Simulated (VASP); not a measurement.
Energy against volume of CoAl (CsCl type). Level of theory: vdW-DF-cx, VASP's PBE PAW potentials (set 64) (plane waves; VASP). Run with 520 eV cut-off, 13×13×13 Γ-centred mesh, first-order Methfessel-Paxton smearing of 0.10 eV, potentials Al Co.

| V (Å³/atom) | E (eV/atom) |
|---|---|
| 10.984 | -4.33868 |
| 11.324 | -4.34503 |
| 11.663 | -4.33929 |
| 12.003 | -4.32325 |

Question: Fit these four points and predict the energy of the run at 10.644 Å³/atom.

Answer: A cubic in V^(−2/3), the third-order Birch-Murnaghan form, passes through the four points with V0 = 11.32 Å³/atom and B0 = 190 GPa, and gives -4.3181 eV/atom there. The run gave -4.3182 eV/atom, -0.1 meV/atom from the fit; all five points give B0 = 190 GPa.

The compound is CoAl in the CsCl type structure. It was relaxed first. The run is not spin-polarised, so no magnetic state was tried.
